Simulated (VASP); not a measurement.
Level of theory: rev-vdW-DF2, VASP's PBE PAW potentials (set 64) (plane waves; VASP).

The input files of a VASP run:

File POSCAR:
```
HgTe
1.0
  0.0000000000   3.3305668145   3.3305668145
  3.3305668145   0.0000000000   3.3305668145
  3.3305668145   3.3305668145   0.0000000000
Hg Te
1 1
Direct
  0.0000000000   0.0000000000   0.0000000000
  0.2500000000   0.2500000000   0.2500000000
```

**INCAR**
```
SIGMA=0.1
PREC=Accurate
EDIFF=1E-7
ALGO=Normal   # blocked Davidson
LWAVE=.FALSE.
LMAXMIX=6
ENCUT=520   # plane-wave cut-off (eV)
PARAM2=0.7114
LCHARG=.FALSE.
PARAM1=0.1234568
AGGAC=0.0
NELM=100   # most electronic steps
GGA=MK
ZAB_VDW=-1.8867
LUSE_VDW=.TRUE.
SYSTEM=HgTe
LASPH=.TRUE.
LREAL=.FALSE.   # projection in real space or not
ISIF=2
ISMEAR=1   # Methfessel-Paxton
```

File KPOINTS:
```
Automatic
0
G
  10 10 10
```

POTCAR, in this order: Hg Te (PBE.64 set). Program: vasp_std.

Unless said otherwise, spin-orbit coupling is left out, though it shifts the bands of the heavy elements here.

Estimate the energy per atom (σ→0), pressure, band gap (on the k-mesh).

| Quantity | Result |
|---|---|
| energy per atom (σ→0) | 0.256 eV/atom |
| band gap (on the k-mesh) | none (metal, semimetal or under 0.01 eV) |
| pressure | -10.5 kbar |

File OSZICAR:
```
...
DAV:   7     0.511380888377E+00    0.56754E-02   -0.94150E-02  1317   0.235E+00    0.204E+00
DAV:   8     0.512244412251E+00    0.86352E-03   -0.84402E-03  1282   0.122E+00    0.545E-01
DAV:   9     0.512321347664E+00    0.76935E-04   -0.79574E-04  1437   0.334E-01    0.852E-02
DAV:  10     0.512303191146E+00   -0.18157E-04   -0.86163E-05  1315   0.990E-02    0.442E-02
DAV:  11     0.512295643567E+00   -0.75476E-05   -0.16546E-05  1367   0.337E-02    0.157E-02
DAV:  12     0.512296234932E+00    0.59136E-06   -0.23093E-06  1303   0.117E-02    0.953E-03
DAV:  13     0.512296280378E+00    0.45446E-07   -0.13193E-07   972   0.350E-03
   1 F= 0.51229628E+00 E0= 0.51222997E+00  d E =0.198934E-03
```

The compound is HgTe in the zinc blende structure. This cell is one point of a volume scan, at 1.03 of the reference volume.
